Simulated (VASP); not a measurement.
Consider the following.

```xyz
6
Lattice="5.0379 0.0000 0.0000 0.0000 5.0379 0.0000 0.0000 0.0000 3.4630" Properties=species:S:1:pos:R:3 pbc="T T T"
Pb     0.0000     0.0000     0.0000
Pb     2.5190     2.5190     1.7315
O      1.5482     1.5482     0.0000
O      4.0671     0.9708     1.7315
O      0.9708     4.0671     1.7315
O      3.4898     3.4898     0.0000
```

These are optB88-vdW, VASP's PBE PAW potentials (set 64) (plane waves; VASP) values and carry that method's errors. Settings: 520 eV cut-off, 5×5×7 Γ-centred mesh, tetrahedra with Blöchl corrections, potentials Pb_d O.

**Question.** Estimate the energy per atom (σ→0).

**Answer.** 
* **energy per atom (σ→0)**: -3.204 eV/atom

Only differences to runs with the same potentials and settings are physical.

The compound is PbO2 in the rutile structure. It was relaxed first, which changed the volume by +5 %.
